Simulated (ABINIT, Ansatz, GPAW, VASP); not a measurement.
**Code comparison for CsI (Pm-3m, 2 atoms in the cell)**

Self-consistent single point.

```
CsI
1.0
    4.57000     0.00000     0.00000
    0.00000     4.57000     0.00000
    0.00000     0.00000     4.57000
Cs I
1 1
Direct
  0.00000   0.00000   0.00000
  0.50000   0.50000   0.50000
```

All programs got the same cell, k-point mesh and kind of occupations (in Ansatz's words: kpoints.mp_grid.grid = 4 4 4; scf.occupations.method = fermi_dirac; scf.occupations.width = 0.01 eV); potentials, basis and cutoffs are each program's usual ones.

| code | model | pressure (GPa) | gap on the mesh (eV) | cutoff |
|---|---|---|---|---|
| VASP | PBE, VASP's PBE PAW potentials (set 64) | 0.75 | 3.867 | 300 eV |
| Ansatz | PBE, default PAW files | 0.73 | 3.881 | 420 eV |
| ABINIT | PBE, norm-conserving pseudopotentials (PseudoDojo nc-sr-05 PBE standard) | 0.72 | 3.873 | 35 Ha |
| GPAW | PBE, GPAW PAW datasets PBE (gpaw-data 1.0.1) | 0.78 | 3.884 | 550 eV |

Gaps are read on the mesh.

The spread over the programs that give each value: pressure within 0.06 GPa; gap on the mesh within 0.017 eV.

The starting cell has typed, rounded lattice constants, without a prior relaxation at this level. On Ansatz's run: Spin-orbit coupling is off.

Why do the programs differ, and what cannot be compared?

Differences of this kind can come from the potentials, where these differ, and from what each basis and cutoff leave unconverged. The valence holds different numbers of electrons (VASP 16, Ansatz (a program for electronic structure) 26, ABINIT 16, GPAW 16). The zero of total energies and Fermi levels follows the potentials and each program's conventions, so they are not compared here. Ansatz's pressure is given at a fixed set of plane waves, as the other plane-wave codes print theirs.

VASP's run is marked for a possible Pulay error in its stress at this cutoff; no cutoff test was made.

Left out of this page: Quantum ESPRESSO, CP2K, FLEUR and SIESTA (not drawn, or without a comparable value); Elk (failed or unconverged).

Keys are those of Ansatz 0.2.
